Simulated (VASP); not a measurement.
Runs of VASP 6.6.1 on SiPb3S. The structure is cubic, space group Pm-3m (No. 221). The conventional cell has a = 5.933 Å, b = 5.933 Å, c = 5.933 Å, α = 90.00°, β = 90.00°, γ = 90.00°. Si (site symmetry m-3m) is surrounded by 12 Pb at 4.20 Å. Around S (site symmetry m-3m) lie 6 Pb at 2.97 Å. Around Pb (site symmetry 4/mmm) lie 2 S at 2.97 Å. The cell comes from a database or a generator and needn't be the stable form of this composition.

| cell | gap on the mesh (eV) | pressure (GPa) |
| --- | --- | --- |
| Pm-3m, 41.78 Å³/atom | none | -7.0 |
| Pm-3m, 44.51 Å³/atom | none | -7.4 |
| Pm-3m, 33.42 Å³/atom | none | (a) |
| Pm-3m, 30.57 Å³/atom | none | 0.3 |

Alike in all rows: task single point; level LDA; potentials or basis VASP PAW LDA potentials, release 64 (Si, S, Pb_d); no spin polarisation; k mesh 4 × 4 × 4; cutoff (eV) 520; smearing gaussian 0.05 eV.

Question: Fill in the values left out.

Answer: (a) -3.1.

A k mesh can miss the band edges, and the runs leave out spin-orbit coupling on Pb.

A gap of «none» marks a metal or a gap under the smearing width.
